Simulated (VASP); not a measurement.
Energy against volume of TiN (rock salt). All values below come from LDA (Ceperley-Alder, Perdew-Zunger), VASP's LDA PAW potentials (set 64) (plane waves; VASP). Settings: 520 eV cut-off, 15×15×15 Γ-centred mesh, first-order Methfessel-Paxton smearing of 0.10 eV, potentials Ti_sv N.

```json
[
 {"V (Å³/atom)": "8.558", "E (eV/atom)": "-10.79949"},
 {"V (Å³/atom)": "8.831", "E (eV/atom)": "-10.82738"},
 {"V (Å³/atom)": "9.105", "E (eV/atom)": "-10.83620"},
 {"V (Å³/atom)": "9.378", "E (eV/atom)": "-10.82874"}
]
```

Q: Fit these four points and predict the energy of the run at 9.651 Å³/atom.

A: A cubic in V^(−2/3), the third-order Birch-Murnaghan form, passes through the four points with V0 = 9.11 Å³/atom and B0 = 316 GPa, and gives -10.8075 eV/atom there. The run gave -10.8073 eV/atom, +0.1 meV/atom from the fit; all five points give B0 = 317 GPa.

The compound is TiN in the rock salt structure. It was relaxed first.
